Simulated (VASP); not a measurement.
Computed with PBEsol GGA, VASP's PBE PAW potentials (set 64) (plane waves; VASP).

VASP input:

INCAR:
```
SYSTEM = CdS
PREC = Accurate; ENCUT = 500; LREAL = .FALSE.
LASPH = .TRUE.
EDIFF = 1E-6; NELM = 100; ALGO = Normal
LMAXMIX = 4
ISMEAR = 0; SIGMA = 0.05
GGA = PS
IBRION = 2; NSW = 40; ISIF = 3
EDIFFG = -0.02; PSTRESS = 200
LWAVE = .FALSE.; LCHARG = .FALSE.
```

File KPOINTS:
```
K-points
0
gamma
 8 8 8
0 0 0
```

File POSCAR:
```
CdS
1.0
  0.0000000000   2.7270549008   2.7270549008
  2.7270549008   0.0000000000   2.7270549008
  2.7270549008   2.7270549008   0.0000000000
Cd S
1 1
Cartesian
  5.4541098016   5.4541098016   5.4541098016
  1.3635274504   1.3635274504   1.3635274504
```

POTCAR, in this order: Cd S (PBE.64 set). Program: vasp_std.

Q: What will the output report for the number of irreducible k-points (NKPTS), largest plane-wave count, number of space-group operations, FFT grid (NGX, NGY, NGZ)?

A: 
```json
{
 "number of irreducible k-points (NKPTS)": "29",
 "largest_plane_wave_count": "1056",
 "number_of_space_group_operations": "24",
 "FFT grid (NGX, NGY, NGZ)": "28 × 28 × 28"
}
```

The structure was generated: CdS was put into the zinc blende type (F-43m), which need not be its known phase. It was relaxed first under an external pressure of 20 GPa.
